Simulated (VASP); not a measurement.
The system is SrRu2.

```xyz
3
Lattice="3.5593 0.0000 0.0000 -1.7797 3.0825 0.0000 0.0000 0.0000 7.6298" Properties=species:S:1:pos:R:3 pbc="T T T"
Sr    0.0000    0.0000    3.8149
Ru    0.0000    2.0550    6.6510
Ru    1.7797    1.0275    0.9788
```

The cell was built by a generator and needn't be a form met in nature.

| Item | Value |
| --- | --- |
| Program | VASP 6.6.1 |
| Task | relaxation of cell and atoms |
| Functional | PBE |
| Potentials or basis | VASP PAW PBE potentials, release 64 (Sr_sv, Ru_pv) |
| Cutoff | 600 eV |
| k mesh | 6 × 6 × 2 |
| Occupations | gaussian, width 0.1 eV |
| Spin | no spin polarisation |

At the start: pressure -16.1 GPa; volume 27.90 Å³/atom.

Question: Where does the relaxation end?

Answer: Over 27 steps the energy falls by 604.1 meV/atom and the volume is 18.76 Å³/atom (-32.8 %); space group P-3m1 (No. 164, to 0.05 Å).

The path:
| step | energy change (eV) | largest force (eV/Å) | pressure (GPa) | volume (Å³) |
| --- | --- | --- | --- | --- |
| 1 | 0.0000 | 1.9489 | -16.09 | 83.71 |
| 2 | -1.0163 | 2.6211 | 24.22 | 54.09 |
| 3 | -1.6318 | 0.1944 | -0.90 | 62.84 |
| 4 | -1.6333 | 0.1161 | -0.21 | 62.46 |
| 5 | -1.6328 | 0.0347 | 0.54 | 62.08 |
| 6 | -1.6355 | 0.0451 | -0.53 | 62.67 |
| 7 | -1.6355 | 0.0453 | -0.56 | 62.70 |
| 8 | -1.6379 | 0.1172 | -0.42 | 62.53 |
| 9 | -1.6387 | 0.2776 | -0.21 | 62.36 |
| 10 | -1.6403 | 0.3414 | -0.23 | 62.24 |
| 11 | -1.6465 | 0.5238 | -0.33 | 61.85 |
| 12 | -1.6637 | 0.8659 | -0.51 | 61.06 |
| 13 | -1.7238 | 1.0857 | -1.23 | 59.39 |
| 14 | -1.7309 | 0.2183 | 0.08 | 55.74 |
| 15 | -1.7788 | 0.6811 | -1.27 | 58.06 |
| 16 | -1.7838 | 0.2349 | -0.84 | 56.91 |
| 17 | -1.7881 | 0.4603 | -1.08 | 57.46 |
| 18 | -1.7907 | 0.1811 | -0.82 | 56.85 |
| 19 | -1.7913 | 0.2629 | -0.90 | 57.03 |
| 20 | -1.7963 | 0.2674 | -0.53 | 56.82 |
| 21 | -1.8058 | 0.2723 | 0.65 | 56.19 |
| 22 | -1.7963 | 0.2420 | 3.40 | 54.93 |
| 23 | -1.8070 | 0.2769 | 1.35 | 55.86 |
| 24 | -1.8112 | 0.0880 | 0.65 | 56.05 |
| 25 | -1.8120 | 0.0397 | 0.23 | 56.19 |
| 26 | -1.8120 | 0.0480 | 0.18 | 56.20 |
| 27 | -1.8122 | 0.0340 | 0.11 | 56.27 |

Final structure:
```cif
data_structure
_symmetry_space_group_name_H-M 'P 1'
_symmetry_Int_Tables_number 1
_cell_length_a 2.9753
_cell_length_b 2.9753
_cell_length_c 7.3394
_cell_angle_alpha 90.000
_cell_angle_beta 90.000
_cell_angle_gamma 120.000
_cell_volume 56.27
loop_
_atom_site_label
_atom_site_type_symbol
_atom_site_fract_x
_atom_site_fract_y
_atom_site_fract_z
_atom_site_occupancy
Sr1 Sr 0.00000 0.00000 0.50000 1
Ru1 Ru 0.33333 0.66667 0.86922 1
Ru2 Ru 0.66667 0.33333 0.13078 1
```

Caveat: the k mesh is coarse (spacing up to 0.41 Å⁻¹), so the values aren't converged; the volume moved by over 15 % at a fixed basis, so the end points are rough.
